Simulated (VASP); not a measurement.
Consider the following.

```
FePt
1.0
    2.65567     0.00000     0.00000
    0.00000     2.73818     0.00000
    0.00000     0.00000     3.63369
Fe Pt
1 1
Direct
  0.00000   0.00000   0.00000
  0.51488   0.50000   0.50000
```
Starting moments (μB, in the order of the record's atoms Fe Pt): 3.0 0.0.

Computed with PBE GGA, VASP's PBE PAW potentials (set 64) (plane waves; VASP). Run with 400 eV cut-off, 10×10×8 Γ-centred mesh, first-order Methfessel-Paxton smearing of 0.10 eV, potentials Fe Pt.

Gaps are read on the run's mesh, which can miss a band edge. Unless said otherwise, spin-orbit coupling is left out, though it shifts the bands of the heavy elements here.

Problem. What does the run give for the cell moment, energy per atom (σ→0), pressure, largest force, band gap (on the k-mesh) with the smallest direct gap where there is one?

Solution. 
```
Item                                                         Value
------------------------  ----------------------------------------
band gap (on the k-mesh)  none (metal, semimetal or under 0.01 eV)
cell moment                                                3.27 μB
energy per atom (σ→0)                               -7.360 eV/atom
pressure                                                 13.99 GPa
largest force                                      0.00818 Ry/bohr
```

Problem. Give the moment on each site (PAW-sphere projection).

Solution. 
```
site  moment (μB)
----  -----------
Fe1          2.88
Pt2          0.35
```

The compound is FePt in the L1_0 structure. The cell was not relaxed at this level, atoms are displaced from their ideal sites. The run is one of a series of settings (KPOINTS 10×10×8 Γ-centred mesh against the base run), some of them coarse on purpose.
